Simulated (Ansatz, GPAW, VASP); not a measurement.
**One calculation of HfB, 3 ways**

```xyz
2
Lattice="0.0000 2.3100 2.3100 2.3100 0.0000 2.3100 2.3100 2.3100 0.0000" Properties=species:S:1:pos:R:3 pbc="T T T"
Hf    2.3100    2.3100    2.3100
B     0.0000    0.0000    0.0000
```

Alike in all runs: task single point; functional LDA; k mesh 10 × 10 × 10; occupations gaussian, width 0.1 eV; no spin polarisation; no spin-orbit coupling. LDA stands for any of its common fits. Pressure is positive in compression and, in plane waves, holds the error of the finite cutoff.

```
                                                    program and potentials  plane-wave cutoff (eV)                                     notes  band gap (eV)  pressure (GPa)
GPAW, the program's PAW data sets (release 1.2.1) made for this functional                     800  7.5 valence electrons an atom on average         no gap           19.72
                                      VASP, LDA PAW files B, Hf_pv, 520 eV                     520  6.5 valence electrons an atom on average         no gap           19.67
                            Ansatz, all-electron LAPW, scalar-relativistic                       -                                         -         no gap           17.91
```

None finds a gap. The pressure spans 17.91 (Ansatz, all-electron LAPW, scalar-relativistic) to 19.72 GPa (GPAW, the program's PAW data sets (release 1.2.1) made for this functional), with all-electron results at 17.91. The cell lies far from this level's equilibrium.

Differences between rows come from potentials, basis sets and numerical settings, since the functional is the same but for its coding. Runs on potential files found faulty are left out.
